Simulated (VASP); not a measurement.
Computed with PBEsol GGA, VASP's PBE PAW potentials (set 64) (plane waves; VASP).

The input files of a VASP run:

File POSCAR:
```
HfC
1
    0.0000000000     2.3029243034     2.3029243034
    2.3029243034     0.0000000000     2.3029243034
    2.3029243034     2.3029243034     0.0000000000
Hf C
1 1
Direct
  0.0000000000   0.0000000000   0.0000000000
  0.5000000000   0.5000000000   0.5000000000
```

KPOINTS:
```
Automatic mesh
0
gamma
 12 12 12
```

**INCAR**
```
# general
SYSTEM =HfC
PREC   =Accurate
ENCUT  =530
LREAL  =F
LASPH  =T

# electronic loop
EDIFF  =1E-6
NELM   =100
ALGO   =Normal
LMAXMIX=6

# smearing
ISMEAR =1
SIGMA  =0.1

# functional
GGA    =PS

# ions
IBRION =2
NSW    =60
ISIF   =3
EDIFFG =-0.01

# output
LWAVE  =F
LCHARG =F
```

POTCAR, in this order: Hf_pv C (PBE.64 set). Program: vasp_std.

Output

OSZICAR:
```
       N       E                     dE             d eps       ncg     rms          rms(c)
DAV:   1     0.217937912735E+02    0.21794E+02   -0.79257E+03  1584   0.124E+03
DAV:   2    -0.233431213131E+02   -0.45137E+02   -0.42830E+02  2072   0.213E+02
DAV:   3    -0.250593934013E+02   -0.17163E+01   -0.16682E+01  2067   0.317E+01
DAV:   4    -0.250745668226E+02   -0.15173E-01   -0.15162E-01  1886   0.308E+00
DAV:   5    -0.250747226567E+02   -0.15583E-03   -0.15582E-03  2072   0.274E-01    0.612E+01
DAV:   6    -0.222799148587E+02    0.27948E+01   -0.17822E+01  1772   0.219E+01    0.428E+01
DAV:   7    -0.222111964292E+02    0.68718E-01   -0.60169E-01  1830   0.591E+00    0.239E+01
DAV:   8    -0.222002182208E+02    0.10978E-01   -0.45854E-02  1746   0.208E+00    0.469E+00
DAV:   9    -0.221957196487E+02    0.44986E-02   -0.22005E-02  1767   0.900E-01    0.189E+00
DAV:  10    -0.221954521936E+02    0.26746E-03   -0.95151E-04  1878   0.261E-01    0.264E-01
DAV:  11    -0.221954453928E+02    0.68008E-05   -0.11836E-04  1854   0.825E-02    0.382E-02
DAV:  12    -0.221954437049E+02    0.16879E-05   -0.40498E-06  1825   0.187E-02    0.454E-02
DAV:  13    -0.221954434164E+02    0.28850E-06   -0.20614E-07   894   0.493E-03
   1 F= -.22195443E+02 E0= -.22195401E+02  d E =-.221954E+02
```

OUTCAR:
```
------------------------ aborting loop because EDIFF is reached ----------------------------------------
  FORCE on cell =-STRESS in cart. coord.  units (eV):
  Direction    XX          YY          ZZ          XY          YZ          ZX
  --------------------------------------------------------------------------------------
  Total       -0.0092538     -0.0092538     -0.0092538     -0.0000000      0.0000000     -0.0000000
  in kB       -0.6069633     -0.6069633     -0.6069633     -0.0000000      0.0000000     -0.0000000
  external PRESSURE =      -0.6069633 kB  Pullay stress =       0.0000000 kB
  volume of cell :       24.43
      direct lattice vectors                 reciprocal lattice vectors
     0.000000000  2.302924303  2.302924303    -0.217115256  0.217115256  0.217115256
     2.302924303  0.000000000  2.302924303     0.217115256 -0.217115256  0.217115256
     2.302924303  2.302924303  0.000000000     0.217115256  0.217115256 -0.217115256
 POSITION                                       TOTAL-FORCE (eV/Angst)
 -----------------------------------------------------------------------------------
      0.00000      0.00000      0.00000         0.000000     -0.000000     -0.000000
      2.30292      2.30292      2.30292        -0.000000      0.000000      0.000000
 -----------------------------------------------------------------------------------
    total drift:                                0.000000     -0.000000     -0.000000
  FREE ENERGIE OF THE ION-ELECTRON SYSTEM (eV)
  ---------------------------------------------------
  free  energy   TOTEN  =       -22.1954434164 eV

  energy  without entropy=      -22.1953168220  energy(sigma->0) =      -22.19540122

 reached required accuracy - stopping structural energy minimisation
```
(Selected blocks of OUTCAR.)

The compound is HfC in the rock salt structure. It was relaxed first. The start is the result of an earlier pass.
